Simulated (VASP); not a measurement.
Level of theory: PBE GGA, VASP's PBE PAW potentials (set 64) (plane waves; VASP 6.6.1).

The input files of a VASP run:

**INCAR**
```
LWAVE = T
IBRION = 2   # conjugate gradients
LASPH = T   # aspherical one-centre terms
LCHARG = F
DIPOL = 0.5 0.5 0.5
LREAL = F   # projection in real space or not
PREC = Normal
ISIF = 2   # forces and stress, cell fixed
SYSTEM = Pt16Cl
NELM = 100
GGA = PE   # PBE
NELMIN = 4
IDIPOL = 3
EDIFFG = -0.03   # ionic stop
LDIPOL = T
ALGO = Normal
NSW = 50   # most ionic steps
ISMEAR = 1   # Methfessel-Paxton
EDIFF = 1E-5
ENCUT = 400   # plane-wave cut-off (eV)
SIGMA = 0.1   # width (eV)
LMAXMIX = 6   # l cut-off of mixed one-centre charges
```

**POSCAR**
```
Pt16Cl
1.0
  5.6097938052   0.0000000000   0.0000000000
  2.8048974085   4.8582241948   0.0000000000
  0.0000000000   0.0000000000  21.0374353658
Pt Cl
16 1
direct
  0.0000000000   0.0000000000   0.3367060000
  0.5000000000   0.0000000000   0.3367060000
  0.0000000000   0.5000000000   0.3367060000
  0.5000000000   0.5000000000   0.3367060000
  0.1666670000   0.1666670000   0.4455690000
  0.6666670000   0.1666670000   0.4455690000
  0.1666670000   0.6666670000   0.4455690000
  0.6666670000   0.6666670000   0.4455690000
 -0.1666670000   0.3333330000   0.5544310000
  0.3333330000   0.3333330000   0.5544310000
 -0.1666670000   0.8333330000   0.5544310000
  0.3333330000   0.8333330000   0.5544310000
  0.0000000000   0.0000000000   0.6632940000
  0.5000000000   0.0000000000   0.6632940000
  0.0000000000   0.5000000000   0.6632940000
  0.5000000000   0.5000000000   0.6632940000
  0.3333330000   0.3333330000   0.7319820000
```

### KPOINTS
```
kpoints
0
G
 5 5 1
```

POTCAR, in this order: Pt Cl (PBE.64 set). Program: vasp_std.

What VASP printed:

**OUTCAR**
```
 ion  position               nearest neighbor table
   1  0.000  0.000  0.337-   4 2.80   4 2.80   2 2.80   2 2.80   3 2.80   3 2.80   6 2.80   7 2.80
                             5 2.80
   2  0.500  0.000  0.337-   3 2.80   3 2.80   1 2.80   1 2.80   4 2.80   4 2.80   5 2.80   8 2.80
                             6 2.80
   3  0.000  0.500  0.337-   2 2.80   2 2.80   4 2.80   4 2.80   1 2.80   1 2.80   8 2.80   5 2.80
                             7 2.80
   4  0.500  0.500  0.337-   1 2.80   1 2.80   3 2.80   3 2.80   2 2.80   2 2.80   7 2.80   6 2.80
                             8 2.80
   5  0.167  0.167  0.446-  10 2.80   9 2.80  12 2.80   8 2.80   8 2.80   6 2.80   6 2.80   7 2.80
                             7 2.80   2 2.80   3 2.80   1 2.80
   6  0.667  0.167  0.446-   9 2.80  10 2.80  11 2.80   7 2.80   7 2.80   5 2.80   5 2.80   8 2.80
                             8 2.80   1 2.80   4 2.80   2 2.80
   7  0.167  0.667  0.446-  12 2.80  11 2.80  10 2.80   6 2.80   6 2.80   8 2.80   8 2.80   5 2.80
                             5 2.80   4 2.80   1 2.80   3 2.80
   8  0.667  0.667  0.446-  11 2.80  12 2.80   9 2.80   5 2.80   5 2.80   7 2.80   7 2.80   6 2.80
                             6 2.80   3 2.80   2 2.80   4 2.80
   9  0.833  0.333  0.554-   6 2.80   5 2.80   8 2.80  12 2.80  12 2.80  10 2.80  10 2.80  11 2.80
                            11 2.80  16 2.80  13 2.80  15 2.80
  10  0.333  0.333  0.554-   5 2.80   6 2.80   7 2.80  11 2.80  11 2.80   9 2.80   9 2.80  12 2.80
                            12 2.80  15 2.80  14 2.80  16 2.80
  11  0.833  0.833  0.554-   8 2.80   7 2.80   6 2.80  10 2.80  10 2.80  12 2.80  12 2.80   9 2.80
                             9 2.80  14 2.80  15 2.80  13 2.80
  12  0.333  0.833  0.554-   7 2.80   8 2.80   5 2.80   9 2.80   9 2.80  11 2.80  11 2.80  10 2.80
                            10 2.80  13 2.80  16 2.80  14 2.80
  13  0.000  0.000  0.663-  16 2.80  16 2.80  14 2.80  14 2.80  15 2.80  15 2.80  12 2.80   9 2.80
                            11 2.80
  14  0.500  0.000  0.663-  17 2.17  15 2.80  15 2.80  13 2.80  13 2.80  16 2.80  16 2.80  11 2.80
                            10 2.80  12 2.80
  15  0.000  0.500  0.663-  17 2.17  14 2.80  14 2.80  16 2.80  16 2.80  13 2.80  13 2.80  10 2.80
                            11 2.80   9 2.80
  16  0.500  0.500  0.663-  17 2.17  13 2.80  13 2.80  15 2.80  15 2.80  14 2.80  14 2.80   9 2.80
                            12 2.80  10 2.80
  17  0.333  0.333  0.732-  15 2.17  14 2.17  16 2.17
  LATTYP: Found a hexagonal cell.
 ALAT       =     5.6097942742
 C/A-ratio  =     3.7501260006
 Subroutine PRICEL returns:
 Original cell was already a primitive cell.
 Subroutine GETGRP returns: Found  6 space group operations
The static configuration has the point symmetry C_3v.
The dynamic configuration has the point symmetry C_3v.
 Subroutine INISYM returns: Found  6 space group operations
 Subroutine IBZKPT returns following result:
 Found      5 irreducible k-points:

 Following reciprocal coordinates:
            Coordinates               Weight
  0.000000  0.000000  0.000000      1.000000
  0.200000  0.000000  0.000000      6.000000
  0.400000  0.000000  0.000000      6.000000
  0.400000  0.200000  0.000000      6.000000
 -0.400000  0.200000  0.000000      6.000000
   k-points           NKPTS =      5   k-points in BZ     NKDIM =      5   number of bands    NBANDS=    100
   number of dos      NEDOS =    301   number of ions     NIONS =     17
   total plane-waves  NPLWV =  84672
   dimension x,y,z NGX =    28 NGY =   28 NGZ =  108
   dimension x,y,z NGXF=    56 NGYF=   56 NGZF=  216
   ions per type =              16   1
   PREC   = normal    normal or accurate (medium, high low for compatibility)
   ISTART =      0    job   : 0-new  1-cont  2-samecut
   ICHARG =      2    charge: 1-file 2-atom 10-const
   ISPIN  =      1    spin polarized calculation?
   LNONCOLLINEAR =      F non collinear calculations
   LSORBIT =      F    spin-orbit coupling
   INIWAV =      1    electr: 0-lowe 1-rand  2-diag
   ENCUT  =  400.0 eV  29.40 Ry    5.42 a.u.   9.15  9.15 34.31*2*pi/ulx,y,z
   NELM   =    100;   NELMIN=  4; NELMDL= -5     # of ELM steps
   EDIFF  = 0.1E-04   stopping-criterion for ELM
   LREAL  =      F    real-space projection
   NLSPLINE    = F    spline interpolate recip. space projectors
   LMAXMIX     =    6 max onsite mixed and CHGCAR
   VOSKOWN=      0    Vosko Wilk Nusair interpolation
   EDIFFG = -.3E-01   stopping-criterion for IOM
   NSW    =     50    number of steps for IOM
...
```

OSZICAR:
```
...
DAV:   4    -0.952171677309E+02   -0.21135E-01   -0.12737E-01  1292   0.127E+00    0.181E+00
DAV:   5    -0.951952710427E+02    0.21897E-01   -0.12485E-01  1364   0.127E+00    0.768E-01
DAV:   6    -0.951924851565E+02    0.27859E-02   -0.96994E-03  1136   0.363E-01    0.369E-01
DAV:   7    -0.951920912934E+02    0.39386E-03   -0.44011E-03  1120   0.234E-01    0.281E-01
DAV:   8    -0.951917291596E+02    0.36213E-03   -0.22797E-03  1148   0.175E-01    0.121E-01
DAV:   9    -0.951916908762E+02    0.38283E-04   -0.44588E-04  1088   0.955E-02    0.740E-02
DAV:  10    -0.951916760706E+02    0.14806E-04   -0.15394E-04  1020   0.574E-02    0.577E-02
DAV:  11    -0.951916843273E+02   -0.82567E-05   -0.47917E-05   696   0.329E-02
   8 F= -.95191684E+02 E0= -.95175097E+02  d E =-.109050E-01
       N       E                     dE             d eps       ncg     rms          rms(c)
DAV:   1    -0.951889998518E+02    0.26762E-02   -0.42917E+00  1000   0.535E+00    0.661E-01
DAV:   2    -0.952013843108E+02   -0.12384E-01   -0.11322E-01  1048   0.114E+00    0.103E+00
DAV:   3    -0.952171786840E+02   -0.15794E-01   -0.15691E-01  1148   0.126E+00    0.175E+00
DAV:   4    -0.952104689710E+02    0.67097E-02   -0.20548E-01  1284   0.161E+00    0.146E+00
DAV:   5    -0.951964399452E+02    0.14029E-01   -0.52978E-02  1220   0.807E-01    0.442E-01
DAV:   6    -0.951956469756E+02    0.79297E-03   -0.47517E-03  1140   0.299E-01    0.281E-01
DAV:   7    -0.951955041935E+02    0.14278E-03   -0.29139E-03  1132   0.195E-01    0.238E-01
DAV:   8    -0.951952394513E+02    0.26474E-03   -0.13197E-03  1120   0.134E-01    0.956E-02
DAV:   9    -0.951952597591E+02   -0.20308E-04   -0.38927E-04  1096   0.928E-02    0.935E-02
DAV:  10    -0.951952279083E+02    0.31851E-04   -0.11630E-04  1004   0.555E-02    0.624E-02
DAV:  11    -0.951952210531E+02    0.68552E-05   -0.43278E-05   644   0.306E-02
   9 F= -.95195221E+02 E0= -.95178784E+02  d E =-.144417E-01
       N       E                     dE             d eps       ncg     rms          rms(c)
DAV:   1    -0.951961815264E+02   -0.95362E-03   -0.29993E+00  1000   0.445E+00    0.326E-01
DAV:   2    -0.952208891196E+02   -0.24708E-01   -0.11678E-01  1108   0.118E+00    0.177E+00
DAV:   3    -0.951996663944E+02    0.21223E-01   -0.78593E-02  1112   0.101E+00    0.291E-01
DAV:   4    -0.951999995193E+02   -0.33312E-03   -0.96955E-03  1144   0.326E-01    0.369E-01
DAV:   5    -0.951992660633E+02    0.73346E-03   -0.45571E-03  1128   0.230E-01    0.142E-01
DAV:   6    -0.951996225947E+02   -0.35653E-03   -0.24892E-03  1116   0.214E-01    0.250E-01
DAV:   7    -0.951993367403E+02    0.28585E-03   -0.16805E-03  1112   0.173E-01    0.172E-01
DAV:   8    -0.951992228578E+02    0.11388E-03   -0.40784E-04  1108   0.889E-02    0.102E-01
DAV:   9    -0.951991455950E+02    0.77263E-04   -0.27766E-04   864   0.577E-02    0.222E-02
DAV:  10    -0.951991450509E+02    0.54413E-06   -0.26503E-05   640   0.201E-02
  10 F= -.95199145E+02 E0= -.95183087E+02  d E =-.392400E-02
       N       E                     dE             d eps       ncg     rms          rms(c)
DAV:   1    -0.951987585798E+02    0.38702E-03   -0.10744E+00  1000   0.266E+00    0.199E-01
DAV:   2    -0.952074665012E+02   -0.87079E-02   -0.41522E-02  1108   0.703E-01    0.105E+00
DAV:   3    -0.951999809669E+02    0.74855E-02   -0.27595E-02  1104   0.585E-01    0.164E-01
DAV:   4    -0.952001633483E+02   -0.18238E-03   -0.36976E-03  1136   0.199E-01    0.242E-01
DAV:   5    -0.951998438189E+02    0.31953E-03   -0.15246E-03  1144   0.130E-01    0.612E-02
DAV:   6    -0.951999260423E+02   -0.82223E-04   -0.66125E-04  1092   0.995E-02    0.120E-01
DAV:   7    -0.951999073969E+02    0.18645E-04   -0.27637E-04  1096   0.758E-02    0.103E-01
DAV:   8    -0.951998484227E+02    0.58974E-04   -0.12312E-04   776   0.484E-02    0.614E-02
DAV:   9    -0.951998249267E+02    0.23496E-04   -0.80486E-05   644   0.302E-02    0.140E-02
DAV:  10    -0.951998248406E+02    0.86067E-07   -0.81682E-06   540   0.107E-02
  11 F= -.95199825E+02 E0= -.95184032E+02  d E =-.460379E-02
       N       E                     dE             d eps       ncg     rms          rms(c)
DAV:   1    -0.951993619765E+02    0.46295E-03   -0.19078E+00  1000   0.353E+00    0.242E-01
DAV:   2    -0.952128697212E+02   -0.13508E-01   -0.65630E-02  1124   0.881E-01    0.132E+00
DAV:   3    -0.952018948152E+02    0.10975E-01   -0.28009E-02  1120   0.599E-01    0.315E-01
DAV:   4    -0.952020360221E+02   -0.14121E-03   -0.38928E-03  1160   0.215E-01    0.327E-01
DAV:   5    -0.952014085664E+02    0.62746E-03   -0.39944E-03  1124   0.227E-01    0.167E-01
DAV:   6    -0.952015701401E+02   -0.16157E-03   -0.15496E-03  1096   0.176E-01    0.197E-01
DAV:   7    -0.952014329002E+02    0.13724E-03   -0.11218E-03  1100   0.130E-01    0.149E-01
DAV:   8    -0.952013407009E+02    0.92199E-04   -0.27540E-04  1096   0.737E-02    0.869E-02
DAV:   9    -0.952012876904E+02    0.53011E-04   -0.16923E-04   756   0.462E-02    0.209E-02
DAV:  10    -0.952012873539E+02    0.33646E-06   -0.22530E-05   592   0.195E-02
  12 F= -.95201287E+02 E0= -.95185733E+02  d E =-.146251E-02
       N       E                     dE             d eps       ncg     rms          rms(c)
DAV:   1    -0.952012552947E+02    0.32396E-04   -0.67712E-02  1000   0.665E-01    0.510E-02
DAV:   2    -0.952016502523E+02   -0.39496E-03   -0.20284E-03  1124   0.156E-01    0.222E-01
DAV:   3    -0.952013544618E+02    0.29579E-03   -0.68069E-04  1112   0.908E-02    0.717E-02
DAV:   4    -0.952013668520E+02   -0.12390E-04   -0.19844E-04  1084   0.465E-02    0.860E-02
DAV:   5    -0.952013269739E+02    0.39878E-04   -0.14217E-04   712   0.393E-02    0.269E-02
DAV:   6    -0.952013352857E+02   -0.83118E-05   -0.40020E-05   652   0.262E-02
  13 F= -.95201335E+02 E0= -.95185813E+02  d E =-.151045E-02
       N       E                     dE             d eps       ncg     rms          rms(c)
DAV:   1    -0.952013206746E+02    0.62993E-05   -0.92445E-03  1000   0.248E-01    0.327E-02
DAV:   2    -0.952023433881E+02   -0.10227E-02   -0.38355E-03  1272   0.218E-01    0.362E-01
DAV:   3    -0.952013635240E+02    0.97986E-03   -0.46915E-03  1216   0.229E-01    0.102E-01
DAV:   4    -0.952013330516E+02    0.30472E-04   -0.11016E-04   928   0.380E-02    0.405E-02
DAV:   5    -0.952013269265E+02    0.61251E-05   -0.24398E-05   576   0.181E-02
  14 F= -.95201327E+02 E0= -.95185826E+02  d E =-.150209E-02
       N       E                     dE             d eps       ncg     rms          rms(c)
DAV:   1    -0.952013243553E+02    0.86963E-05   -0.23067E-03  1008   0.123E-01    0.133E-02
DAV:   2    -0.952016528665E+02   -0.32851E-03   -0.12957E-03  1036   0.117E-01    0.215E-01
DAV:   3    -0.952013198391E+02    0.33303E-03   -0.12705E-03   972   0.117E-01    0.201E-02
DAV:   4    -0.952013261802E+02   -0.63410E-05   -0.14255E-05   648   0.149E-02
  15 F= -.95201326E+02 E0= -.95185818E+02  d E =-.150134E-02
       N       E                     dE             d eps       ncg     rms          rms(c)
DAV:   1    -0.952011584369E+02    0.16140E-03   -0.32055E-01  1000   0.144E+00    0.104E-01
DAV:   2    -0.952016684851E+02   -0.51005E-03   -0.49735E-03  1068   0.248E-01    0.157E-01
DAV:   3    -0.952016190816E+02    0.49404E-04   -0.12385E-03  1120   0.134E-01    0.135E-01
DAV:   4    -0.952020566103E+02   -0.43753E-03   -0.34315E-03  1248   0.192E-01    0.271E-01
DAV:   5    -0.952015558272E+02    0.50078E-03   -0.29675E-03  1224   0.188E-01    0.982E-02
DAV:   6    -0.952015082809E+02    0.47546E-04   -0.30938E-04  1116   0.703E-02    0.517E-02
DAV:   7    -0.952015124272E+02   -0.41464E-05   -0.19625E-04  1064   0.499E-02    0.565E-02
DAV:   8    -0.952014949733E+02    0.17454E-04   -0.86557E-05   688   0.351E-02    0.171E-02
DAV:   9    -0.952014937733E+02    0.12000E-05   -0.12740E-05   524   0.158E-02
  16 F= -.95201494E+02 E0= -.95185958E+02  d E =-.167593E-03
```

### OUTCAR
```
------------------------ aborting loop because EDIFF is reached ----------------------------------------
  FORCE on cell =-STRESS in cart. coord.  units (eV):
  Direction    XX          YY          ZZ          XY          YZ          ZX
  --------------------------------------------------------------------------------------
  Total      -14.1668510    -14.1668524     -0.1846281     -0.0000015      0.0000000      0.0000000
  in kB      -39.5882827    -39.5882867     -0.5159304     -0.0000041      0.0000000      0.0000000
  external PRESSURE =     -26.5641666 kB  Pullay stress =       0.0000000 kB
  volume of cell :      573.35
      direct lattice vectors                 reciprocal lattice vectors
     5.609793805  0.000000000  0.000000000     0.178259671 -0.102918283  0.000000000
     2.804897409  4.858224195  0.000000000     0.000000000  0.205836528  0.000000000
     0.000000000  0.000000000 21.037435366     0.000000000  0.000000000  0.047534311
 POSITION                                       TOTAL-FORCE (eV/Angst)
 -----------------------------------------------------------------------------------
      2.80490      4.85822      7.06057         0.000000     -0.000000     -0.005185
      5.60979      4.85551      7.02855         0.000000      0.004171      0.004690
      7.00989      2.43047      7.02855         0.003612     -0.002085      0.004690
      4.20969      2.43047      7.02855        -0.003612     -0.002085      0.004690
      1.40434      0.81080      9.35267         0.001667      0.000962     -0.006553
      4.20546      0.81080      9.35267        -0.001667      0.000962     -0.006553
      2.80490      3.23664      9.35267        -0.000000     -0.001925     -0.006553
      5.60980      3.23882      9.35867        -0.000000     -0.000000     -0.016645
      5.60979      1.63653     11.63083        -0.000000     -0.009679      0.007374
      2.80489      1.61941     11.60444        -0.000000     -0.000000      0.009950
      6.99741      4.03996     11.63083         0.008382      0.004839      0.007374
      4.22217      4.03996     11.63083        -0.008382      0.004839      0.007374
      2.80490      4.85822     13.85944         0.000000     -0.000000      0.011727
      5.60979      4.84362     13.95270         0.000000      0.013041     -0.005164
      6.99959      2.43641     13.95270         0.011294     -0.006521     -0.005164
      4.21999      2.43641     13.95270        -0.011294     -0.006521     -0.005164
      2.80489      1.61941     15.92114        -0.000000     -0.000000     -0.000887
 -----------------------------------------------------------------------------------
    total drift:                                0.002915      0.001683     -0.002892
  FREE ENERGIE OF THE ION-ELECTRON SYSTEM (eV)
  ---------------------------------------------------
  free  energy   TOTEN  =       -95.2014937733 eV

  energy  without entropy=      -95.1548854031  energy(sigma->0) =      -95.18595765

 reached required accuracy - stopping structural energy minimisation
```
(Selected blocks of OUTCAR.)

**CONTCAR**
```
Pt16Cl
   1.00000000000000
     5.6097938051999998    0.0000000000000000    0.0000000000000000
     2.8048974085000000    4.8582241948000000    0.0000000000000000
     0.0000000000000000    0.0000000000000000   21.0374353658000004
  Pt              Cl
    16     1
Direct
     0.0000000000000000    1.0000000000000000    0.3356191701442663
     0.5002790287196548    0.9994419425606903    0.3340972166877665
     0.9994419425606903    0.5002790287196548    0.3340972166877665
     0.5002790287196548    0.5002790287196548    0.3340972166877665
     0.1668915559294475    0.1668915559294475    0.4445728886396849
     0.6662178881410951    0.1668915559294475    0.4445728886396849
     0.1668915559294475    0.6662178881410951    0.4445728886396849
     0.6666669999999968    0.6666669999999968    0.4448578128671152
     0.8315708596371331    0.3368572807257434    0.5528635077141059
     0.3333330000000032    0.3333330000000032    0.5516092415484022
     0.8315708596371331    0.8315708596371331    0.5528635077141059
     0.3368572807257434    0.8315708596371331    0.5528635077141059
     0.0000000000000000    1.0000000000000000    0.6587987991575780
     0.5015030450710531    0.9969939098578940    0.6632318609631325
     0.9969939098578940    0.5015030450710531    0.6632318609631325
     0.5015030450710531    0.5015030450710531    0.6632318609631325
     0.3333330000000032    0.3333330000000032    0.7568005542685725
```

**OUTCAR**
```
 val. band max:        1.7751446737   @ k =  -0.4000   0.2000   0.0000

 cond. band min:       1.7756996132   @ k =   0.2000   0.0000   0.0000


 Fermi energy:         1.7753749809

 k-point     1 :       0.0000    0.0000    0.0000
  band No.  band energies     occupation
      1     -14.0371      2.00000
      2      -7.5377      2.00000
      3      -6.2592      2.00000
      4      -5.3024      2.00000
      5      -5.0280      2.00000
      6      -4.8147      2.00000
      7      -4.8147      2.00000
      8      -4.7962      2.00000
      9      -4.6857      2.00000
     10      -4.6252      2.00000
     11      -4.6252      2.00000
     12      -4.2889      2.00000
     13      -4.1589      2.00000
     14      -4.1589      2.00000
     15      -4.1370      2.00000
     16      -4.0881      2.00000
     17      -4.0881      2.00000
     18      -3.8715      2.00000
     19      -3.8715      2.00000
     20      -3.8333      2.00000
     21      -3.2335      2.00000
     22      -3.0770      2.00000
     23      -3.0770      2.00000
     24      -2.7057      2.00000
     25      -2.6579      2.00000
     26      -2.6579      2.00000
     27      -1.9581      2.00000
     28      -1.9328      2.00000
     29      -1.9328      2.00000
     30      -1.8850      2.00000
     31      -1.8797      2.00000
     32      -1.8797      2.00000
     33      -1.7963      2.00000
     34      -1.7316      2.00000
     35      -1.7316      2.00000
     36      -1.6184      2.00000
     37      -1.6184      2.00000
     38      -1.4463      2.00000
     39      -1.4463      2.00000
     40      -1.4439      2.00000
     41      -1.3881      2.00000
     42      -1.2776      2.00000
     43      -1.2776      2.00000
     44      -1.1512      2.00000
     45      -1.1512      2.00000
     46      -0.8790      2.00000
     47      -0.8240      2.00000
     48      -0.8240      2.00000
     49      -0.6766      2.00000
     50      -0.3698      2.00000
     51      -0.3633      2.00000
...
```

Unless said otherwise, spin-orbit coupling is left out, though it shifts the bands of the heavy elements here.

The cell is a thin slab with vacuum, built from Pt (fcc): (111) face, Cl adsorbed.
